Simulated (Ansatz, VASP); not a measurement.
# One calculation of NaRh, two programs

```
CELL_PARAMETERS angstrom
3.37669 0.00000 0.00000
-1.68834 2.92430 0.00000
0.00000 0.00000 5.22210
ATOMIC_POSITIONS crystal
Na 0.00000 0.00000 0.00000
Rh 0.33333 0.66667 0.50000
```

Alike in both runs: task relaxation of cell and atoms; functional PBE; k mesh 6 × 6 × 4; occupations gaussian, width 0.1 eV; no spin polarisation.

|  | VASP | Ansatz |
| --- | --- | --- |
| version | VASP 6.6.1 | Ansatz 0.2.0 |
| potentials or method | VASP PAW PBE potentials, release 64 (Na_pv, Rh_pv) | scalar-relativistic, plane waves, PAW |
| plane-wave cutoff (eV) | 600 | 420 |
| valence electrons in the cell | 22 | 26 |

Ansatz gave:

```
gap on the k mesh at the Fermi level, each at its own relaxed structure (eV) : none
relaxed volume (Å³/atom)                                                     : 16.52
relaxed cell length with the largest relative difference (Å)                 : 2.760
energy change over the relaxation (meV/atom)                                 : -629
```

What did VASP give for the same quantities?

gap on the k mesh at the Fermi level, each at its own relaxed structure (eV): none; relaxed volume (Å³/atom): 16.55; relaxed cell length with the largest relative difference (Å): 2.762; energy change over the relaxation (meV/atom): -627.

A gap of «none» marks a metal or a gap that the smearing closes. The two sets of potentials don't hold the same shells in valence.

Caveats: the volume moved by over 15 % at a fixed basis, so the end points are rough (VASP).
